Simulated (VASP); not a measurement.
The system is GaCuSe2.

```xyz
8
Lattice="-2.8096 2.8096 5.5130 2.8096 -2.8096 5.5130 2.8096 2.8096 -5.5130" Properties=species:S:1:pos:R:3 pbc="T T T"
Ga    0.0000    0.0000    5.5130
Ga    2.8096    0.0000    2.7565
Cu    0.0000    0.0000    0.0000
Cu    0.0000    2.8096    2.7565
Se    1.4083    1.4048    1.3783
Se    1.4048    4.2108   -1.3783
Se    1.4013    1.4048    6.8913
Se    1.4048   -1.4013    4.1348
```

```yaml
Program: VASP 6.6.1
Task: relaxation of cell and atoms
Functional: PBEsol
Potentials_or_basis: VASP PAW PBE potentials, release 64 (Ga_d, Cu, Se)
Cutoff: 600 eV
k_mesh: 10 × 10 × 10
Occupations: methfessel-paxton, width 0.1 eV
Spin: no spin polarisation
```

At the start: pressure -0.5 GPa; volume 21.76 Å³/atom.

**Question.** How do energy, volume and symmetry change on relaxing?

**Answer.** Over 12 steps the energy falls by 5.4 meV/atom and the volume is 21.54 Å³/atom (-1.0 %); space group I-42d (No. 122, to 0.05 Å).

The path:
```
step  energy change (eV)  largest force (eV/Å)  pressure (GPa)  volume (Å³)
   1              0.0000                0.4123           -0.49       174.07
   2             -0.0288                0.2432            0.05       172.40
   3             -0.0378                0.0799            0.61       170.89
   4             -0.0417                0.0240           -0.27       172.82
   5             -0.0420                0.0006           -0.04       172.36
   6             -0.0420                0.0009           -0.06       172.39
   7             -0.0425                0.0059           -0.04       172.33
   8             -0.0428                0.0122            0.04       172.25
   9             -0.0428                0.0140            0.01       172.21
  10             -0.0428                0.0150            0.04       172.20
  11             -0.0428                0.0144            0.02       172.20
  12             -0.0428                0.0041            0.01       172.29
```

Final structure:
```yaml
crystal:
  lattice:
    - [-2.78830, 2.78830, 5.54007]
    - [2.78830, -2.78830, 5.54007]
    - [2.78830, 2.78830, -5.54007]
  atoms:
    - { symbol: Ga, position: [0.50000, 0.50000, 0.00000] }
    - { symbol: Ga, position: [0.25000, 0.75000, 0.50000] }
    - { symbol: Cu, position: [0.00000, 0.00000, 0.00000] }
    - { symbol: Cu, position: [0.75000, 0.25000, 0.50000] }
    - { symbol: Se, position: [0.37500, 0.36721, 0.49221] }
    - { symbol: Se, position: [0.63279, 0.12500, 0.00779] }
    - { symbol: Se, position: [0.87500, 0.88279, 0.50779] }
    - { symbol: Se, position: [0.11721, 0.62500, 0.99221] }
```

Caveat: the PAW data sets were made with another functional, which shifts forces and pressure a little.
